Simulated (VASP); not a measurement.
Consider the following.

```
CaF2
1.0
    0.00000     2.66884     2.66884
    2.66884     0.00000     2.66884
    2.66884     2.66884     0.00000
Ca F
1 2
Cartesian
  2.66884   2.66884   5.33768
  1.33442   1.33442   1.33442
  4.00326   4.00326   4.00326
```

The numbers are results of LDA (Ceperley-Alder, Perdew-Zunger), VASP's LDA PAW potentials (set 64) (plane waves; VASP), not measurements. Settings: 520 eV cut-off, 8×8×8 Γ-centred mesh, tetrahedra with Blöchl corrections, potentials Ca_sv F.

Problem. The job: CaF2 (fluorite), 3 atoms, LDA, static run, 520 eV, 8×8×8 Γ-centred mesh. Roughly how much core time does it take on a busy server core?

Solution. About 10 core-seconds (one run on a shared machine, a rough figure). It had 29 irreducible k-points, 16 bands, up to 1036 plane waves and 13 electronic steps.

The compound is CaF2 in the fluorite structure. It was relaxed first, which changed the volume by -7 %.
